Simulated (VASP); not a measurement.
Crystal: Y3F.

```
Y F
1.0
     6.26665    0.00000    0.00000
    -3.13333    5.42708    0.00000
     0.00000    0.00000    3.36199
Y F
3 1
Cartesian
  3.1333 0.0000 0.0000
  -1.5667 2.7135 0.0000
  1.5667 2.7135 0.0000
  0.0000 0.0000 0.0000
```

The cell was built by a generator and needn't be a form met in nature.

Base run:

- Program: VASP 6.6.1
- Functional: revPBE
- Potentials or basis: VASP PAW PBE potentials, release 64 (Y_sv, F)
- Cutoff: 520 eV
- k mesh: 4 × 4 × 6
- Occupations: fermi-dirac, width 0.05 eV
- Spin: no spin polarisation

Its results: pressure 0.9 GPa.

**Question.** The run is repeated on the same cell with these changes: functional from revPBE to PBE. What comes out?

**Answer.** Pressure -0.2 GPa.

PBE binds more tightly than revPBE, so the same cell stands under less pressure.

Caveats: the PAW data sets were made with another functional, which shifts forces and pressure a little (some runs).

Not every run made on this cell is shown here.
